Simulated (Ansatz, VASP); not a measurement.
# MgWSe3: VASP beside Ansatz

INCAR

```
SYSTEM = MgWSe3
ALGO = Normal
EDIFF = 1E-6
EDIFFG = -0.01
ENCUT = 600
GGA = PE
IBRION = 2
ISIF = 3
ISMEAR = 0
LASPH = .TRUE.
LCHARG = .FALSE.
LREAL = .FALSE.
LWAVE = .FALSE.
NELM = 100
NSW = 100
PREC = Accurate
SIGMA = 0.1
```

KPOINTS

```
k-points
0
G
  8 8 8
  0 0 0
```

File POSCAR:

```
MgWSe3
1.0
    4.8066793831      0.0000000000      0.0000000000
    0.0000000000      4.8066793831      0.0000000000
    0.0000000000      0.0000000000      4.8066793831
Mg W Se
1 1 3
Direct
    0.0000000000      0.0000000000      0.0000000000
    0.5000000000      0.5000000000      0.5000000000
    0.5000000000      0.0000000000      0.0000000000
    0.0000000000      0.5000000000      0.0000000000
    0.0000000000      0.0000000000      0.5000000000
```

Input for Ansatz:

```yaml
crystal:
  lattice:
    - [4.8066793831, 0.0, 0.0]
    - [0.0, 4.8066793831, 0.0]
    - [0.0, 0.0, 4.8066793831]
  atoms:
    - { symbol: Mg, position: [0.0, 0.0, 0.0] }
    - { symbol: W, position: [0.5, 0.5, 0.5] }
    - { symbol: Se, position: [0.5, 0.0, 0.0] }
    - { symbol: Se, position: [0.0, 0.5, 0.0] }
    - { symbol: Se, position: [0.0, 0.0, 0.5] }
basis:
  ecutwfc: 420
kpoints:
  mp_grid: { grid: [8, 8, 8] }
hamiltonian:
  xc: pbe
scf:
  occupations: { method: gaussian, width: 0.1 }
output:
  forces: true
  stress: true
  eigenvalues: true
  write_density: true
  write_potential: true
  elf: true
  volumetric_format: npy
relax:
  adjacent_minimum: "off"
  f_tol: 0.01
  max_steps: 80
  cell: { stress_tol: 0.05 }
```

Alike in both runs: task relaxation of cell and atoms; functional PBE; k mesh 8 × 8 × 8; occupations gaussian, width 0.1 eV; no spin polarisation.

|  | VASP | Ansatz |
| --- | --- | --- |
| version | VASP 6.6.1 | Ansatz 0.2.0 |
| potentials or method | VASP PAW PBE potentials, release 64 (Mg, W_sv, Se) | scalar-relativistic, plane waves, PAW |
| plane-wave cutoff (eV) | 600 | 420 |
| valence electrons in the cell | 34 | 72 |

|  | VASP | Ansatz | Ansatz less VASP |
| --- | --- | --- | --- |
| gap on the k mesh at the Fermi level, each at its own relaxed structure (eV) | none | none | - |
| relaxed volume (Å³/atom) | 22.36 | 22.34 | -0.017 |
| relaxed cell length with the largest relative difference (Å) | 4.817 | 4.816 | -0.0012 |

A gap of «none» marks a metal or a gap that the smearing closes. The two sets of potentials don't hold the same shells in valence.

Caveats: the bands computed are all filled at some k points, so no gap is given. Spin-orbit coupling is left out, which matters for the levels of W.
